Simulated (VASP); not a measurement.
Method: PBEsol GGA, VASP's PBE PAW potentials (set 64) (plane waves; VASP).

Input for VASP

**INCAR**
```
# general
SYSTEM  = V
PREC    = Accurate
ENCUT   = 480
LREAL   = F
LASPH   = T

# electronic loop
EDIFF   = 1E-7
NELM    = 100
ALGO    = Normal
LMAXMIX = 4

# smearing
ISMEAR  = 1
SIGMA   = 0.1

# functional
GGA     = PS

# ions
ISIF    = 2

# output
LWAVE   = F
LCHARG  = F
```

File POSCAR:
```
V
2.951730
 -0.4999999589   0.4999999589   0.4924999595
  0.4999999589  -0.4999999589   0.4924999595
  0.4999999589   0.4999999589  -0.4924999595
V
1
direct
  0.0000000000   0.0000000000   0.0000000000
```

File KPOINTS:
```
Automatic mesh
0
Gamma
16 16 16
0 0 0
```

POTCAR, in this order: V_sv (PBE.64 set). Program: vasp_std.

The run wrote:

### OSZICAR
```
       N       E                     dE             d eps       ncg     rms          rms(c)
DAV:   1     0.779003338825E+02    0.77900E+02   -0.70097E+03  6982   0.135E+03
DAV:   2    -0.976650989982E+01   -0.87667E+02   -0.85819E+02  7178   0.353E+02
DAV:   3    -0.110764500504E+02   -0.13099E+01   -0.12906E+01  7280   0.508E+01
DAV:   4    -0.110842318928E+02   -0.77818E-02   -0.77799E-02  7054   0.416E+00
DAV:   5    -0.110843220856E+02   -0.90193E-04   -0.90193E-04  7234   0.439E-01    0.211E+01
DAV:   6    -0.965993727583E+01    0.14244E+01   -0.54123E+00  7010   0.355E+01    0.252E+00
DAV:   7    -0.963515448828E+01    0.24783E-01   -0.30547E-02  7058   0.222E+00    0.113E+00
DAV:   8    -0.962585109125E+01    0.93034E-02   -0.75104E-03  7020   0.157E+00    0.118E-01
DAV:   9    -0.962586188514E+01   -0.10794E-04   -0.18209E-04  7048   0.220E-01    0.336E-02
DAV:  10    -0.962586903144E+01   -0.71463E-05   -0.10317E-05  7020   0.438E-02    0.144E-03
DAV:  11    -0.962586903182E+01   -0.37812E-09   -0.56375E-08  3828   0.393E-03
   1 F= -.96258690E+01 E0= -.96258472E+01  d E =-.655299E-04
```

OUTCAR:
```
------------------------ aborting loop because EDIFF is reached ----------------------------------------
  FORCE on cell =-STRESS in cart. coord.  units (eV):
  Direction    XX          YY          ZZ          XY          YZ          ZX
  --------------------------------------------------------------------------------------
  Total        0.3006981      0.3006981      0.4223331      0.0000000      0.0000000      0.0000000
  in kB       38.0369111     38.0369111     53.4231793      0.0000000      0.0000000      0.0000000
  external PRESSURE =      43.1656671 kB  Pullay stress =       0.0000000 kB
  volume of cell :       12.67
      direct lattice vectors                 reciprocal lattice vectors
    -1.475864879  1.475864879  1.453726906     0.000000000  0.338784402  0.343943555
     1.475864879 -1.475864879  1.453726906     0.338784402  0.000000000  0.343943555
     1.475864879  1.475864879 -1.453726906     0.338784402  0.338784402  0.000000000
 POSITION                                       TOTAL-FORCE (eV/Angst)
 -----------------------------------------------------------------------------------
      0.00000      0.00000      0.00000         0.000000     -0.000000     -0.000000
 -----------------------------------------------------------------------------------
    total drift:                                0.000000      0.000000      0.000000
  FREE ENERGIE OF THE ION-ELECTRON SYSTEM (eV)
  ---------------------------------------------------
  free  energy   TOTEN  =        -9.6258690318 eV

  energy  without entropy=       -9.6258035020  energy(sigma->0) =       -9.62584719
```
(Selected blocks of OUTCAR.)

The compound is V in the bcc structure. This cell was strained or had an atom moved on purpose. The run is not spin-polarised, so no magnetic state was tried.
